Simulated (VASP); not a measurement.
Data:

```yaml
crystal:
  lattice:
    - [0.00000, 2.01632, 2.01632]
    - [2.01632, 0.00000, 2.01632]
    - [2.01632, 2.01632, 0.00000]
  atoms:
    - { symbol: Au, position: [0.00000, 0.00000, 0.00000] }
```

Computed with TPSS meta-GGA, VASP's PBE PAW potentials (set 64) (plane waves; VASP). Numerical set-up: 520 eV cut-off, 15×15×15 Γ-centred mesh, first-order Methfessel-Paxton smearing of 0.10 eV, potentials Au.

Task: Give the stress tensor in GPa (positive for a compressed cell).

Result: 
```
12.06   0.00   0.00
 0.00  12.06   0.00
 0.00   0.00  12.06
```
The pressure is its mean diagonal, 12.06 GPa.

The compound is Au in the fcc structure. This cell is one point of a volume scan, at 0.94 of the reference volume.
